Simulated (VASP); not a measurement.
Level of theory: PBEsol GGA, VASP's PBE PAW potentials (set 64) (plane waves; VASP 6.6.1).

VASP ran on this input.

POSCAR:
```
Rh
1.0
  0.0000000000   1.8873668608   1.8873668608
  1.8873668608   0.0000000000   1.8873668608
  1.8873668608   1.8873668608   0.0000000000
Rh
1
Direct
  1.0000000000   1.0000000000   1.0000000000
```

### INCAR
```
LCHARG=.FALSE.
LREAL=.FALSE.
ALGO=Normal
EDIFF=1E-7   # SCF stop (eV)
GGA=PS   # PBEsol
SIGMA=0.1
SYSTEM=Rh
ISMEAR=1   # Methfessel-Paxton
ISIF=2
LASPH=.TRUE.   # aspherical one-centre terms
ENCUT=480
LMAXMIX=4   # l cut-off of mixed one-centre charges
PREC=Accurate
NELM=100   # most electronic steps
LWAVE=.FALSE.
```

KPOINTS:
```
Automatic mesh
0
Gamma
16 16 16
0 0 0
```

POTCAR, in this order: Rh_pv (PBE.64 set). Program: vasp_std.

Q: Estimate the energy per atom (σ→0), pressure, band gap (on the k-mesh).

A: 
```
Quantity                                                     Value
------------------------  ----------------------------------------
energy per atom (σ→0)                               -8.136 eV/atom
band gap (on the k-mesh)  none (metal, semimetal or under 0.01 eV)
pressure                                                  1.23 GPa
```

File OSZICAR:
```
...
DAV:   5    -0.876421425698E+01   -0.13138E-03   -0.13137E-03  3662   0.432E-01    0.116E+01
DAV:   6    -0.816510688562E+01    0.59911E+00   -0.13925E+00  3307   0.175E+01    0.371E+00
DAV:   7    -0.814135494500E+01    0.23752E-01   -0.30935E-02  3682   0.228E+00    0.170E+00
DAV:   8    -0.813649966430E+01    0.48553E-02   -0.55691E-03  3310   0.123E+00    0.235E-01
DAV:   9    -0.813625623129E+01    0.24343E-03   -0.29929E-04  3634   0.289E-01    0.340E-02
DAV:  10    -0.813626226082E+01   -0.60295E-05   -0.36767E-06  3600   0.248E-02    0.428E-03
DAV:  11    -0.813626233725E+01   -0.76436E-07   -0.38592E-07  3571   0.903E-03
   1 F= -.81362623E+01 E0= -.81361767E+01  d E =-.256968E-03
```

The compound is Rh in the fcc structure. It was relaxed first.
